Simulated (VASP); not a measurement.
An input for Quantum ESPRESSO's pw.x (written as the equivalent of a VASP run, and not itself run):

```
&CONTROL
  calculation = 'scf'
  pseudo_dir = './pseudo'
  outdir = './out'
  tprnfor = .true.
  tstress = .true.
/
&SYSTEM
  ibrav = 0
  nat = 8
  ntyp = 3
  ecutwfc = 84
  occupations = 'tetrahedra'
  input_dft = 'pbesol'
/
&ELECTRONS
  conv_thr = 7.3e-09
  electron_maxstep = 100
/
ATOMIC_SPECIES
  Al 26.982 Al.upf
  Ga 69.723 Ga.upf
  N 14.007 N.upf
CELL_PARAMETERS angstrom
     5.1406877    0.0000000   -0.0002005
     0.0000000    3.1645360    0.0000000
    -0.0039233    0.0000000    5.4763746
ATOMIC_POSITIONS crystal
  Al   0.0006615  0.5000000  0.6674104
  Ga   0.4991231  0.5000000  0.3349825
  Ga   0.4990754  0.0000000  0.8314523
  Ga   0.9997380  0.0000000  0.1662084
  N    0.1196758  0.5000000  0.3400389
  N    0.1177005  0.0000000  0.8264078
  N    0.6202742  0.0000000  0.1661717
  N    0.6311516  0.5000000  0.6673280
K_POINTS automatic
  5 8 5 0 0 0
```

Task: Write the VASP files for the same calculation (PBEsol).

Result: Several could match; the one computed here: 
File POSCAR:
```
AlGa3N4
1.0
  5.1406876706   0.0000000000  -0.0002005175
  0.0000000000   3.1645360133   0.0000000000
 -0.0039232677   0.0000000000   5.4763746486
Al Ga N
1 3 4
Cart
  0.0007820427   1.5822680066   3.6549892835
  2.5645217879   1.5822680066   1.8343898326
  2.5623285637   0.0000000000   4.5532440596
  5.1386886804   0.0000000000   0.9100191045
  0.6138818875   1.5822680066   1.8621564128
  0.6018191481   0.0000000000   4.5256953001
  3.1879838962   0.0000000000   0.9098938366
  3.2419351051   1.5822680066   3.6544114800
```

### KPOINTS
```
Automatic mesh
0
Gamma
5 8 5
0 0 0
```

### INCAR
```
ALGO = Normal
EDIFF = 1E-7
ENCUT = 520
GGA = PS
ISIF = 2
ISMEAR = -5
LASPH = .TRUE.
LCHARG = .TRUE.
LEFG = .TRUE.
LMAXMIX = 4
LORBIT = 11
LREAL = .FALSE.
LWAVE = .FALSE.
NEDOS = 601
NELM = 100
PREC = Accurate
SYSTEM = AlGa3N4
```

POTCAR, in this order: Al Ga_d N (PBE.64 set). Program: vasp_std.

Limits of the translation: the potentials are each code's own (VASP's PAW set, PseudoDojo norm-conserving files in pw.x), so ENCUT and ecutwfc are chosen apart and not converted; conv_thr bounds pw.x's estimated SCF error, while EDIFF bounds the energy change between steps; the field gradients of LEFG aren't asked of the other code.

The structure comes from a computed database's AlGa3N4 entry (Pm); how it stands against other phases isn't given here. It was relaxed first.
